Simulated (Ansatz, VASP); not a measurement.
Two plane-wave programs on CuGe

```
Cu Ge
1.0
     2.83660    0.00000    0.00000
     0.00000    2.83660    0.00000
     0.00000    0.00000    3.74575
Cu Ge
1 1
Direct
  0.50000 0.50000 0.50000
  0.00000 0.00000 0.00000
```

Alike in both runs: functional PBE; k mesh 14 × 14 × 12; occupations gaussian, width 0.1 eV; no spin polarisation.

Ansatz relaxed the structure, and its values are those at the end. VASP's run is a single point on that final structure, the one shown.

|  | VASP | Ansatz |
| --- | --- | --- |
| version | VASP 6.6.1 | Ansatz 0.2.0 |
| potentials or method | VASP PAW PBE potentials, release 64 (Cu, Ge_d) | scalar-relativistic, plane waves, PAW |
| plane-wave cutoff (eV) | 520 | 420 |
| valence electrons in the cell | 25 | 33 |

|  | VASP | Ansatz | Ansatz less VASP |
| --- | --- | --- | --- |
| gap on the k mesh at the Fermi level (eV) | none | none | - |
| pressure (GPa) | 0.2 | 0.0 | -0.16 |

A gap of «none» marks a metal or a gap that the smearing closes. With one functional, cell and mesh, what is left measures potentials, basis and numerics. The two sets of potentials don't hold the same shells in valence.
